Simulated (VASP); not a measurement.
Input of a VASP 6.6.1 run:

File INCAR:

```
ALGO = Normal ; EDIFF = 1E-6
ENCUT = 520 ; GGA = PE
ISIF = 2 ; ISMEAR = -1
LASPH = True ; LCHARG = True
LELF = True ; LREAL = False
LVHAR = True ; LWAVE = False
NBANDS = 49 ; NELM = 100
PREC = Accurate ; SIGMA = 0.0235
```

File KPOINTS:

```
k-points
0
Gamma
  5 5 5
```

Contents of POSCAR:

```
K2LiPrF6
1.0
    0.0000000000      4.2652333300      4.2652333300
    4.2652333300      0.0000000000      4.2652333300
    4.2652333300      4.2652333300      0.0000000000
K Pr F Li
2 1 6 1
Direct
    0.2500000000      0.2500000000      0.2500000000
    0.7500000000      0.7500000000      0.7500000000
    0.0000000000      0.0000000000      0.0000000000
    0.7658000000      0.2342000000      0.2342000000
    0.2342000000      0.7658000000      0.2342000000
    0.2342000000      0.7658000000      0.7658000000
    0.7658000000      0.2342000000      0.7658000000
    0.2342000000      0.2342000000      0.7658000000
    0.7658000000      0.7658000000      0.2342000000
    0.5000000000      0.5000000000      0.5000000000
```

Potentials or basis: VASP PAW PBE potentials, release 64 (K_sv, Pr, F, Li_sv).

The run is started by

```sh
$ cat potpaw_PBE.64/K_sv/POTCAR potpaw_PBE.64/Pr/POTCAR potpaw_PBE.64/F/POTCAR potpaw_PBE.64/Li_sv/POTCAR > POTCAR
$ mpirun -np 1 vasp_std > vasp.out
```

**Question.** Estimate the largest force.

**Answer.** 5.699 eV/Å.

**Question.** Predict the band gap on the k mesh.

**Answer.** None (metal or under the smearing width).

Forces on the atoms (eV/Å):
```
K    0.000  0.000  0.000
K    0.000  0.000  0.000
Pr   0.000  0.000  0.000
F    5.699  0.000  0.000
F    0.000  5.699  0.000
F   -5.699  0.000  0.000
F    0.000 -5.699  0.000
F    0.000  0.000  5.699
F    0.000  0.000 -5.699
Li   0.000  0.000  0.000
```

Caveat: the run has no spin polarisation, though such a crystal can be magnetic; without U or exact exchange the open f shell lies at the Fermi level, which spoils levels, moments and volumes; forces of over 1 eV/Å show positions far from the minimum, so gaps and moduli don't describe the material at rest. The run has no spin-orbit coupling, so splittings on Pr are missing.
